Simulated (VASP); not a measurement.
Data:

```
CELL_PARAMETERS angstrom
      1.34560    -2.33064     0.00000
      1.34560     2.33064     0.00000
      0.00000     0.00000     4.35075
ATOMIC_POSITIONS crystal
  Re 0.33333 0.66667 0.25000
  Re 0.66667 0.33333 0.75000
```

Level of theory: PBEsol GGA, VASP's PBE PAW potentials (set 64) (plane waves; VASP 6.6.1). Run with 500 eV cut-off, 15×15×9 Γ-centred mesh, first-order Methfessel-Paxton smearing of 0.10 eV, potentials Re.

Energy and stress use the plane-wave basis of the starting cell.

Q: The ions, cell shape and volume at an external pressure of 45.0 GPa are relaxed. Give the cell that the relaxation ends in.

A: 
```
CELL_PARAMETERS angstrom
      1.33367    -2.30999     0.00000
      1.33367     2.30999     0.00000
      0.00000     0.00000     4.31197
ATOMIC_POSITIONS crystal
  Re 0.33333 0.66667 0.25000
  Re 0.66667 0.33333 0.75000
```
Space group P6_3/mmc (194), at a tolerance of 0.03 Å.

Q: How do energy and volume change from the first to the last step?

A: The energy (σ→0) changes by +84.0 meV/atom and the volume by -2.6 %, in 5 ionic steps.

The compound is Re in the hcp structure. This run relaxes it under an external pressure of 45 GPa. Symmetry was kept, so distortions that lower it aren't found.
